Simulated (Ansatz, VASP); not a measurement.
# GePt (CsCl type (invented)): VASP beside Ansatz, part 2 of 2

Wanted: the spread between two codes on one cell, functional and k mesh. The cell is generated by rule, not measured, and may not be a known phase. Of the first pair: The two relaxations start from unlike cells of this crystal (the structure described is Ansatz's start), so only their ends are compared.

VASP 6.6.1 and Ansatz 0.2.0.

So far: The structure; VASP: relaxation of cell and atoms, PBEsol, pair 1; Ansatz: relaxation of cell and atoms, PBEsol, pair 1; Comparison.

## Step 5: Ansatz: relaxation of cell and atoms, PBEsol, pair 2

Level of this step: Ansatz beside VASP: Kohn-Sham DFT, plane waves, PBEsol (Ansatz).

The relaxed volume is the usual yardstick between codes: in a stiff, nearly cubic crystal its relative difference is about their pressure difference at one cell divided by the bulk modulus. Its start cell is another than that of the pair before, and may be another structure of the material.

The cell is taken from a series of runs on this material, whose earlier steps may have relaxed, scaled, displaced or heated it; both programs get it as it stands.

input.yaml

```yaml
crystal:
  lattice:
    - [3.1511080099, 0.0, 0.0]
    - [0.0, 3.1511080099, 0.0]
    - [0.0, 0.0, 3.1511080099]
  atoms:
    - { symbol: Pt, position: [0.0, 0.0, 0.0] }
    - { symbol: Ge, position: [0.5, 0.5, 0.5] }
kpoints:
  mp_grid: { grid: [14, 14, 14] }
hamiltonian:
  xc: pbesol
scf:
  occupations: { method: gaussian, width: 0.1 }
output:
  forces: true
  stress: true
  eigenvalues: true
  write_density: true
  write_potential: true
  elf: true
  volumetric_format: npy
relax:
  adjacent_minimum: "off"
  f_tol: 0.005
  max_steps: 80
  cell: { stress_tol: 0.05 }
```

Started as:

```sh
$ ansatz run input.yaml --threads 2 --pin off --max-ram 5120MiB --backend cpu --events-out ev --progress --plain --runs-dir out
```

Numbers of over 12 decimals in the logs are rounded to 6 here.

Output:

```text
[...]
Crystal: 2 atoms, lattice volume = 31.289 Å³
Basis set: ecut = 420 eV, 619 PW (Γ), exchange–correlation on 48×48×48 points (8 copies of the dense FFT grid, shifted against one another)
Bands: 20, of which v1, the nominal top of the filled ones, is band 16 counted from 1 (15 counted from 0)
Symmetry: 48 space group operations
[...]
k-points: 120 of 2744
[...]
k-point 119: bands = [... 12 lower, 13.1489, 17.3367, 17.3367, 20.9419, 20.9419, 20.9419, 22.8234, 22.8234]
--- Relaxed structure (3 steps of the walk, 3 accepted, 1 SCFs on fresh bases) ---
[...]
cell:  # Å, volume = 30.9908 Å³
    - [3.141070, 0, 0]
    - [0, 3.141070, 0.0]
    - [0, 0.0, 3.141070]
  atoms:
    - { symbol: Pt, position: [0, 0, 0] }
    - { symbol: Ge, position: [0.5, 0.5, 0.5] }
[key lines of the parts left out:]
SCF converged after 8 iterations
Free energy (F): -16637.629359 eV
Fermi energy:    18.563660 eV
P = ⅓ Tr σ = -0.0296 GPa (-0.296 kbar)
```

## Step 6: VASP: relaxation of cell and atoms, PBEsol, pair 2

The same cell, functional, mesh and smearing now go to VASP, with its own data sets.

INCAR

```
SYSTEM = GePt
PREC = Accurate
ENCUT = 500
EDIFF = 1E-07
NELM = 120
ISMEAR = 0
SIGMA = 0.1
LREAL = .FALSE.
ALGO = Normal
GGA = PS
NBANDS = 18
LASPH = .TRUE.
LORBIT = 11
LWAVE = .FALSE.
LCHARG = .FALSE.
ISIF = 3
IBRION = 2
NSW = 80
EDIFFG = -0.005
GGA_COMPAT = .FALSE.
NELMIN = 4
```

POSCAR

```
GePt
1.0
    3.1511080000      0.0000000000      0.0000000000
    0.0000000000      3.1511080000      0.0000000000
    0.0000000000      0.0000000000      3.1511080000
Pt Ge
1 1
Direct
    0.0000000000      0.0000000000      0.0000000000
    0.5000000000      0.5000000000      0.5000000000
```

KPOINTS

```
Automatic mesh
0
Gamma
14 14 14
0 0 0
```

The projector-augmented-wave data sets are Pt and Ge_d (PBE family, release 64).

Started as:

```sh
$ mpirun -np 1 vasp_std
```

Output:

```text
[banner, memory and clock lines left out]
running    1 mpi-ranks, on    1 nodes
[...]
[... a notice as in an earlier step ...]

 LDA part: xc-table for (Slater+PW92), standard interpolation
 POSCAR, INCAR and KPOINTS ok, starting setup
[...]
entering main loop
       N       E                     dE             d eps       ncg     rms          rms(c)
DAV:   1     0.149160677586E+03    0.14916E+03   -0.11969E+04  5088   0.321E+03
DAV:   2     0.236234593460E+01   -0.14680E+03   -0.14114E+03  4464   0.522E+02
DAV:   3    -0.123461537289E+02   -0.14708E+02   -0.14454E+02  4672   0.107E+02
DAV:   4    -0.126502115676E+02   -0.30406E+00   -0.30362E+00  4938   0.150E+01
[...]
DAV:  11    -0.122077633413E+02    0.14948E-05   -0.23213E-05  4504   0.421E-02    0.929E-03
DAV:  12    -0.122077640908E+02   -0.74945E-06   -0.16194E-06  5612   0.169E-02    0.146E-03
DAV:  13    -0.122077640260E+02    0.64777E-07   -0.26536E-08  2556   0.196E-03
   1 F= -.12207764E+02 E0= -.12205659E+02  d E =-.122078E+02
[...]
DAV:   9    -0.122065023598E+02    0.35830E-07   -0.30107E-08  2488   0.263E-03
   2 F= -.12206502E+02 E0= -.12204741E+02  d E =0.126167E-02
 trial-energy change:    0.001262  1 .order    0.001372   -0.007053    0.009797
 step:   0.4282(harm=  0.4186)  dis= 0.00000  next Energy=   -12.209283 (dE=-0.152E-02)
[...]
N       E                     dE             d eps       ncg     rms          rms(c)
DAV:   1    -0.122541107673E+02   -0.47608E-01   -0.67330E-01  5320   0.130E+01    0.133E+00
DAV:   2    -0.122170208455E+02    0.37090E-01   -0.12170E-01  5044   0.358E+00    0.581E-01
DAV:   3    -0.122115049999E+02    0.55158E-02   -0.69830E-03  5640   0.144E+00    0.314E-01
DAV:   4    -0.122094275255E+02    0.20775E-02   -0.26335E-03  5050   0.729E-01    0.801E-02
DAV:   5    -0.122092920392E+02    0.13549E-03   -0.32082E-04  5534   0.343E-01    0.169E-02
DAV:   6    -0.122092906544E+02    0.13848E-05   -0.11964E-05  5598   0.614E-02    0.893E-03
DAV:   7    -0.122092900859E+02    0.56852E-06   -0.10833E-06  4596   0.956E-03    0.127E-03
DAV:   8    -0.122092899983E+02    0.87671E-07   -0.95483E-08  2432   0.415E-03
   3 F= -.12209290E+02 E0= -.12207349E+02  d E =-.152597E-02
[...]
reached required accuracy - stopping structural energy minimisation
```

Parts of OUTCAR (step 6):

```text
  Total        0.0009511      0.0009511      0.0009511      0.0000000     -0.0000000      0.0000000
  in kB        0.0491749      0.0491749      0.0491749      0.0000000     -0.0000000      0.0000000
  external PRESSURE =       0.0491749 kB  Pullay stress =       0.0000000 kB

 POSITION                                       TOTAL-FORCE (eV/Angst)
 -----------------------------------------------------------------------------------
      0.00000      0.00000      0.00000         0.000000     -0.000000      0.000000
      1.57047      1.57047      1.57047        -0.000000      0.000000      0.000000
 -----------------------------------------------------------------------------------
    total drift:                                0.000000      0.000000     -0.000000

  FREE ENERGIE OF THE ION-ELECTRON SYSTEM (eV)
  ---------------------------------------------------
  free  energy   TOTEN  =       -12.2092899983 eV

  energy  without entropy=      -12.2054087602  energy(sigma->0) =      -12.20734938

[... 1 part as in an earlier step ...]

[... 3 further parts left out ...]
[key lines of the parts left out:]
E-fermi :  10.0376
```

## Step 7: Side by side

What differs besides the data sets and the points named for the pairs above, as far as they apply: the data sets hold 32 valence electrons in Ansatz (on its default PAW (the set named soft_2) files) and 24 in VASP. Total energies have different zeros and are not compared.

Compared:

| quantity | Ansatz | VASP | difference |
| --- | --- | --- | --- |
| volume (Å³) | 30.99 | 30.99 | +0.01 % |
| edge a after relaxation, in the typed setting (Å) | 3.141 | 3.141 | +0.01 % |

## Step 8: Outcome

| Quantity | Value |
| --- | --- |
| difference in volume (relaxation of cell and atoms, PBEsol, pair 1) | 0.31 % |
| difference in volume (relaxation of cell and atoms, PBEsol, pair 2) | 0.012 % |

The difference in volume is 0.31 % (relaxation of cell and atoms, PBEsol, pair 1), within the 1.2 % picked in this series as the mark of a large difference, as far as the stopping tolerances let one tell. The data sets hold unlike numbers of valence electrons (32 in Ansatz and 24 in VASP), so part of the differences comes from the potentials. Such differences can come from data sets, numerical settings and the points named under the comparisons, not from the functional's error against experiment.

[Lines on the potential files, build, host, timing and source positions are cut from VASP's logs without a mark.]

[Logs are printed without paths, hosts, clocks, repeated set-up lines and the standing remarks that a program may print on its own settings, such as how far it seeks lower states.]

[Hosts, paths, dates, database ids (printed as entryN), source tags and the programs' standing remarks are cut or masked in the printed files.]
